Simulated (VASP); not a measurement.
# A VASP study of CrB2 (PBEsol + U): structure first, properties next, part 2 of 2

Aim: relax CrB2, then compute properties on the relaxed cell. The start is a cell from a database of measured crystal structures.

VASP 6.6.1, plane waves and PAW; the level of theory is named at each step.

Still holding for the runs below: The magnetic order is the lowest of the few collinear ones that converged above; longer or canted patterns were not tried. The cell is doubled for it, so bands and modes from the zone boundary of the chemical cell fold onto Γ and the labels are those of the larger cell. A U on the itinerant d states of such a compound is hard to justify; it moves the bands at the Fermi level and favours large moments.

So far. Step 8 (Second relaxation): It ends with forces that vanish by symmetry and a pressure of 0.01 GPa. The volume moved by only 0.12 %, so the volume is settled. Step 9 (Single point with fields (PBEsol + U)): In this run the pressure is 0.00 GPa, small enough to go on. The relaxed cell has a = 3.019, c = 3.064 Å (conventional setting).

### 10. Bands along the symmetry lines (PBEsol + U)

The mesh alone shows little of the dispersion and can miss band extrema, so KPOINTS_OPT adds a path through the symmetry points after the self-consistent cycle.

Input file INCAR:

```
SYSTEM = CrB2
PREC = Accurate
ENCUT = 420
EDIFF = 1E-06
NELM = 100
ISMEAR = 0
SIGMA = 0.05
LREAL = .FALSE.
ALGO = Normal
GGA = PS
NBANDS = 37
ISPIN = 2
MAGMOM = 2.727 -2.727 0 0 0 0
LDAU = .TRUE.
LDAUTYPE = 2
LDAUL = 2 -1
LDAUU = 3 0
LDAUJ = 0 0
LDAUPRINT = 1
LASPH = .TRUE.
LMAXMIX = 4
LORBIT = 11
LWAVE = .FALSE.
LCHARG = .FALSE.
KPAR = 8
```

Input file POSCAR:

```
CrB2
1.0
    3.0188400916      0.0000000000      0.0000000000
   -1.5094200458      2.6143922093      0.0000000000
    0.0000000000      0.0000000000      6.1287620530
Cr B
2 4
Direct
    0.0000000000      0.0000000000      0.0000000000
    0.0000000000      0.0000000000      0.5000000000
    0.3333333333      0.6666666667      0.2500000000
    0.3333333333      0.6666666667      0.7500000000
    0.6666666667      0.3333333333      0.2500000000
    0.6666666667      0.3333333333      0.7500000000
```

Input file KPOINTS:

```
Automatic mesh
0
Gamma
9 9 4
0 0 0
```

Input file KPOINTS_OPT:

```
Line mode
16
Line-mode
Reciprocal
  0.00000000   0.00000000   0.00000000 GAMMA
  0.50000000   0.00000000   0.00000000 M

  0.50000000   0.00000000   0.00000000 M
  0.33333333   0.33333333   0.00000000 K

  0.33333333   0.33333333   0.00000000 K
  0.00000000   0.00000000   0.00000000 GAMMA

  0.00000000   0.00000000   0.00000000 GAMMA
  0.00000000   0.00000000   0.50000000 A

  0.00000000   0.00000000   0.50000000 A
  0.50000000   0.00000000   0.50000000 L

  0.50000000   0.00000000   0.50000000 L
  0.33333333   0.33333333   0.50000000 H

  0.33333333   0.33333333   0.50000000 H
  0.00000000   0.00000000   0.50000000 A

  0.50000000   0.00000000   0.50000000 L
  0.50000000   0.00000000   0.00000000 M

  0.33333333   0.33333333   0.00000000 K
  0.33333333   0.33333333   0.50000000 H
```

Potentials, in the order of the species: Cr_pv and B (PBE family, release 64).

On the command line:

```sh
$ mpirun -np 8 vasp_std
```

Run time: 19 s. Hardware: 8 MPI ranks of Intel Xeon 6975P-C (Granite Rapids), shared host; peak memory 2.1 GiB; 2.5 min of CPU time.

Numbers from this step:

| Property | Result |
| --- | --- |
| bands | 37 |
| pressure | 0.006102 GPa |

Both spin channels agree. The electronic bands at the labelled points (eV, zero at the Fermi level; # counts the bands kept):

```csv
point,#9,#10,#11,#12,#13,#14,#15,#16
Γ,-1.66,-0.47,-0.47,-0.45,-0.45,1.46,1.46,1.72
0.47 of the way,-2.69,-2.09,-0.86,0.21,1.04,1.17,2.53,2.94
M,-3.10,-2.83,-0.94,-0.38,0.12,3.23,3.25,3.63
0.53 of the way,-2.77,-1.77,-0.89,-0.65,-0.15,3.21,3.25,3.31
K,-2.01,-2.01,-1.56,-0.17,-0.17,3.15,3.15,3.40
0.53 of the way,-2.68,-2.52,-0.92,-0.21,1.40,1.87,2.01,2.59
Γ,-1.66,-0.47,-0.47,-0.45,-0.45,1.46,1.46,1.72
0.53 of the way,-1.58,-1.34,-1.34,0.52,0.52,1.15,1.15,1.88
A,-1.65,-1.51,-1.51,0.92,0.92,0.95,0.95,1.98
0.47 of the way,-2.75,-1.09,-1.06,-1.00,0.10,2.43,2.61,3.00
L,-3.22,-1.87,-1.19,-0.94,0.84,2.85,2.86,3.15
0.53 of the way,-3.34,-2.33,-1.30,-0.43,1.47,1.86,2.68,3.36
H,-3.02,-3.02,-1.50,0.64,0.64,2.28,2.28,3.36
0.47 of the way,-2.33,-1.82,-1.39,-0.82,0.77,2.13,2.75,2.84
A,-1.65,-1.51,-1.51,0.92,0.92,0.95,0.95,1.98
jump to L,-3.22,-1.87,-1.19,-0.94,0.84,2.85,2.86,3.15
0.47 of the way,-3.16,-2.45,-0.94,-0.69,0.49,2.95,3.22,3.30
M,-3.10,-2.83,-0.94,-0.38,0.12,3.23,3.25,3.63
jump to K,-2.01,-2.01,-1.56,-0.17,-0.17,3.15,3.15,3.40
0.53 of the way,-2.48,-2.48,-1.53,0.27,0.27,2.64,2.64,3.38
H,-3.02,-3.02,-1.50,0.64,0.64,2.28,2.28,3.36
```

Of the projections kept (Cr, B), the largest for each band there; the rest of the weight can lie on other orbitals:

```csv
point,#9,#10,#11,#12,#13,#14,#15,#16
Γ,Cr 0.93,Cr 0.72,Cr 0.72,B 1.00,B 1.00,Cr 0.96,Cr 0.96,Cr 0.96
M,Cr 0.70,Cr 0.87,Cr 1.00,Cr 0.93,Cr 0.92,Cr 0.80,Cr 0.92,Cr 0.99
K,Cr 0.77,Cr 0.77,Cr 0.94,Cr 0.84,Cr 0.84,Cr 0.79,Cr 0.79,Cr 0.97
Γ,Cr 0.93,Cr 0.72,Cr 0.72,B 1.00,B 1.00,Cr 0.96,Cr 0.96,Cr 0.96
A,B 0.69,Cr 0.95,Cr 0.95,Cr 0.89,Cr 0.89,B 0.64,B 0.64,Cr 0.89
L,Cr 0.50,Cr 0.72,Cr 0.90,Cr 1.00,Cr 0.77,Cr 0.56,Cr 0.69,Cr 0.89
```

There is no gap at this level.

Of the bands kept, 2 cross the Fermi level on this path.

### 11. Density of states (PBEsol + U)

Here the states are counted by energy and projected on the atoms. The mesh is finer than in the run before.

Changes to INCAR since step 10:

```diff
@@ -5,3 +5,3 @@
 NELM = 100
-ISMEAR = 0
+ISMEAR = -5
 SIGMA = 0.05
@@ -25 +25,2 @@
 KPAR = 8
+NEDOS = 2001
```

POSCAR is that of step 10.

Input file KPOINTS:

```
Automatic mesh
0
Gamma
13 13 6
0 0 0
```

On the command line:

```sh
$ mpirun -np 8 vasp_std
```

The job ended after 16 s (8 MPI ranks; peak memory 2.3 GiB).

With tetrahedra the forces and stress of a metal are not exact derivatives of the energy.

Numbers from this step:

* SCF cycles: 16
* irreducible k-points: 84
* Fermi energy: 9.556 eV
* pressure: 0.1296 GPa
* DOS at the Fermi level: 1.880 states/eV/cell

The density of states has structure finer than the step of the table below, so its rows give means over 0.5 eV, whole bins alone (the curve runs from -12.0 to 5.99 eV). Peaks (eV: height): total -3.57: 4.94, -0.94: 6.76, 3.10: 6.78, 3.63: 4.29; Cr d -0.94: 5.59, 3.10: 4.70, 3.37: 4.20, 3.63: 3.26; B p -4.85: 1.05, -3.84: 1.43, -3.10: 0.999, 3.10: 0.828; Cr p -3.84: 0.269, -3.23: 0.128, 3.10: 0.0814, 5.32: 0.0866; B s -9.76: 0.644, -9.29: 0.377, -8.15: 0.365, 2.96: 0.288.

States under -12.0 eV and over 6.0 eV are left out; left out, since it exceeds the total: Cr s up and Cr s down; both spin channels agree and are summed. Density of states against energy, zero at the Fermi level; means over each step; values in states/eV/cell:

```csv
energy (eV),total,Cr d,B p,Cr p,B s
-11.5,0.998,0.0275,0.0693,0.0494,0.453
-11.0,1.03,0.0447,0.0938,0.0496,0.450
-10.5,1.10,0.0679,0.119,0.0496,0.461
-10.0,1.36,0.114,0.164,0.0573,0.562
-9.5,0.986,0.102,0.133,0.0372,0.394
-9.0,0.694,0.0755,0.129,0.0238,0.230
-8.5,0.806,0.0763,0.185,0.0348,0.224
-8.0,1.34,0.147,0.341,0.0536,0.337
-7.5,1.27,0.154,0.348,0.0477,0.257
-7.0,1.33,0.187,0.387,0.0478,0.202
-6.5,1.52,0.239,0.472,0.0585,0.167
-6.0,1.67,0.301,0.587,0.0737,0.128
-5.5,2.08,0.456,0.730,0.0916,0.112
-5.0,2.74,0.767,0.934,0.108,0.0920
-4.5,2.65,0.790,0.885,0.116,0.0622
-4.0,3.77,1.24,1.17,0.199,0.0461
-3.5,3.46,1.40,1.01,0.130,0.0266
-3.0,3.10,1.51,0.761,0.0734,0.0275
-2.5,2.21,1.22,0.448,0.0398,0.0277
-2.0,2.62,1.60,0.415,0.0449,0.0277
-1.5,1.46,1.03,0.184,0.0162,0.0180
-1.0,4.17,3.25,0.422,0.0356,0.0300
-0.5,2.50,1.86,0.289,0.0335,0.0237
0.0,1.78,1.16,0.334,0.0208,0.0163
0.5,1.73,1.16,0.289,0.0311,0.0103
1.0,1.21,0.793,0.197,0.0250,0.0123
1.5,0.573,0.388,0.0822,0.00811,0.00901
2.0,2.12,1.40,0.318,0.0276,0.0533
2.5,3.65,2.50,0.473,0.0475,0.126
3.0,5.74,3.96,0.696,0.0633,0.245
3.5,4.29,3.23,0.447,0.0433,0.0737
4.0,2.30,1.66,0.254,0.0429,0.0496
4.5,1.22,0.730,0.178,0.0389,0.0358
5.0,1.61,0.831,0.270,0.0522,0.0687
5.5,1.83,0.788,0.379,0.0757,0.0784
```

The finer mesh and the other smearing move the Fermi level by +0.00 eV from the 9×9×4 run, a small shift, which tests the Fermi level alone. Of the states within 0.3 eV of the Fermi level, the largest shares in the PAW spheres are Cr d 66 % and B p 18 %. The rest lies in smaller channels or between the spheres.

### 12. Optical spectrum (PBEsol + U)

LOPTICS sums transitions from filled to empty bands. NBANDS is raised for it.

Changes to INCAR since step 11:

```diff
@@ -5,3 +5,3 @@
 NELM = 100
-ISMEAR = -5
+ISMEAR = 0
 SIGMA = 0.05
@@ -10,3 +10,3 @@
 GGA = PS
-NBANDS = 37
+NBANDS = 66
 ISPIN = 2
@@ -25,2 +25,4 @@
 KPAR = 8
-NEDOS = 2001
+LOPTICS = .TRUE.
+NEDOS = 1500
+CSHIFT = 0.1
```

POSCAR is that of step 11.

KPOINTS is that of step 11.

On the command line:

```sh
$ mpirun -np 8 vasp_std
```

Elapsed: 27 s, on 8 MPI ranks; peak memory 4.6 GiB; 3.5 min of CPU time.

These are independent-particle spectra without excitons or local fields, and fine structure depends on the mesh and on CSHIFT. The intraband (Drude) part is not in this spectrum.

Numbers from this step:

```yaml
scf_cycles: 17
bands: 66
free_energy_toten: -45.13 eV
energy_at_zero_smearing: -45.13 eV
fermi_energy: 9.562 eV
pressure: 0.1652 GPa
```

The imaginary dielectric function has structure finer than the step of the table below, so its rows give means over 1 eV, whole bins alone (the curve runs from 0 to 25.0 eV). Peaks (eV: height): xx 0.1: 105; zz 0.4: 43.8, 0.9: 43.8.

Imaginary dielectric function against photon energy; means over each step:

```csv
photon energy (eV),xx,zz
1,26.2,31.8
2,14.4,17.2
3,12.7,12.5
4,8.77,11.3
5,5.87,9.63
6,5.78,8.95
7,7.71,7.03
8,8.91,7.53
9,6.13,4.73
10,5.93,2.66
11,6.91,3.97
12,5.06,4.85
13,3.44,2.89
14,2.27,2.14
15,1.64,1.79
16,1.44,1.29
17,0.917,1.01
18,0.807,0.962
19,0.817,1.02
20,0.492,0.908
21,0.550,0.753
22,0.416,0.425
23,0.354,0.390
24,0.334,0.383
```

Real dielectric function against photon energy:

```csv
photon energy (eV),xx,zz
0,204,62.3
1,7.44,20.7
2,7.77,6.87
3,3.52,4.85
4,1.74,1.26
5,1.89,1.87
6,4.04,-0.837
7,4.16,0.434
8,0.300,-1.92
9,-1.26,-2.30
10,0.739,-0.864
11,-0.480,1.26
12,-3.34,-0.470
13,-2.39,-2.43
14,-2.19,-1.75
15,-1.75,-1.39
16,-1.46,-0.968
17,-1.18,-0.727
18,-0.781,-0.379
19,-0.727,-0.408
20,-0.345,-0.376
21,-0.242,-0.344
22,-0.127,-0.221
23,0.00527,0.0684
24,0.0956,0.0378
```

### 13. Summary of results

- relaxed volume: 8.062 Å³/atom
- relaxed conventional cell a, b, c: 3.019, 3.019, 3.064 Å; angles 90.0, 90.0, 120.0°
- space group after relaxing, within 0.02 Å: P6/mmm (No. 191)
- moment of the cell (13×13×6 mesh): 0 μB
- largest site moment (13×13×6 mesh): 2.74 μB on Cr1
- band gap: none, a metal
- DOS at the Fermi level, cell of 6 atoms: 1.88 states/eV/cell

What this shows: With PBEsol + U, CrB2 relaxes to 8.062 Å³/atom in space group P6/mmm, comes out as a metal and keeps moments of up to 2.74 μB (13×13×6 mesh). Against the listed cell the volume lies +3.1 % (a +1.6 %, c -0.2 %). Bands along the symmetry lines (PBEsol + U): Of the bands kept, 2 cross the Fermi level on this path. Only a few collinear orders were tried, on the cell as listed. In such a metal, moments, volume and the states at the Fermi level hinge on the chosen U. No search among competing phases was made, and a listed structure need not be the one stable at ambient conditions. All values are for a static lattice at zero temperature.

[Lines on the potential files, build, host, timing and source positions are cut from VASP's logs without a mark.]

[Logs are printed without paths, hosts, clocks, repeated set-up lines and the standing remarks that a program may print on its own settings, such as how far it seeks lower states.]

[Hosts, paths, dates, database ids (printed as entryN), source tags and the programs' standing remarks are cut or masked in the printed files.]

[A measured line is paired with the nearest computed mode of its activity, which favours agreement.]
